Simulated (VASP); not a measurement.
An input for Quantum ESPRESSO's pw.x (written as the equivalent of a VASP run, and not itself run):

```
&CONTROL
  calculation = 'vc-relax'
  pseudo_dir = './pseudo'
  outdir = './out'
  tprnfor = .true.
  tstress = .true.
  nstep = 30
  forc_conv_thr = 0.00039
/
&SYSTEM
  ibrav = 0
  nat = 6
  ntyp = 3
  ecutwfc = 96
  occupations = 'smearing'
  smearing = 'gaussian'
  degauss = 0.003675
  input_dft = 'pw91'
  nspin = 2
  starting_magnetization(1) = 0.45
  starting_magnetization(2) = -0.45
/
&ELECTRONS
  conv_thr = 7.3e-09
  electron_maxstep = 100
/
&IONS
/
&CELL
  cell_dofree = 'shape'
/
ATOMIC_SPECIES
  Mn1 54.938 Mn.upf
  Mn2 54.938 Mn.upf
  F 18.998 F.upf
CELL_PARAMETERS angstrom
     4.9250690    0.0000000    0.0000000
     0.0000000    4.9250690    0.0000000
     0.0000000    0.0000000    3.3211646
ATOMIC_POSITIONS crystal
  Mn1  0.0000000  0.0000000  0.0000000
  Mn2  0.5000000  0.5000000  0.5000000
  F    0.3035581  0.3035581  0.0000000
  F    0.8035581  0.1964419  0.5000000
  F    0.1964419  0.8035581  0.5000000
  F    0.6964419  0.6964419  0.0000000
K_POINTS automatic
  5 5 7 0 0 0
```

**Question.** Translate this input to VASP (INCAR, KPOINTS, POSCAR, choice of POTCAR).

**Answer.** One answer among several that fit: 
File POSCAR:
```
MnF2
1
    4.9250690372     0.0000000000     0.0000000000
    0.0000000000     4.9250690372     0.0000000000
    0.0000000000     0.0000000000     3.3211646213
Mn F
2 4
Direct
  0.0000000000   0.0000000000   0.0000000000
  0.5000000000   0.5000000000   0.5000000000
  0.3035581213   0.3035581213   0.0000000000
  0.8035581213   0.1964418787   0.5000000000
  0.1964418787   0.8035581213   0.5000000000
  0.6964418787   0.6964418787   0.0000000000
```

KPOINTS:
```
K-points
0
G
 5 5 7
```

### INCAR
```
SYSTEM = MnF2
PREC = Accurate
ENCUT = 520
EDIFF = 1E-7
NELM = 100
ALGO = Normal
LREAL = .FALSE.
LASPH = .TRUE.
ISMEAR = 0
SIGMA = 0.05
GGA = 91
LMAXMIX = 4
ISPIN = 2
MAGMOM = 4.5 -4.5 -0.0 0.0 0.0 -0.0
LORBIT = 10
LWAVE = .FALSE.
LCHARG = .FALSE.
ISIF = 4
IBRION = 2
NSW = 30
EDIFFG = -0.01
```

POTCAR, in this order: Mn_pv F (PBE.64 set). Program: vasp_std.

The two are equivalent in intent, not identical: the potentials are each code's own (VASP's PAW set, PseudoDojo norm-conserving files in pw.x), so ENCUT and ecutwfc are chosen apart and not converted; conv_thr bounds pw.x's estimated SCF error, while EDIFF bounds the energy change between steps; starting_magnetization is a fraction of the valence charge and MAGMOM a moment in μB, so they match only roughly; forc_conv_thr acts on force components and is met together with etot_conv_thr.

The compound is MnF2 in the rutile structure. It was relaxed first.
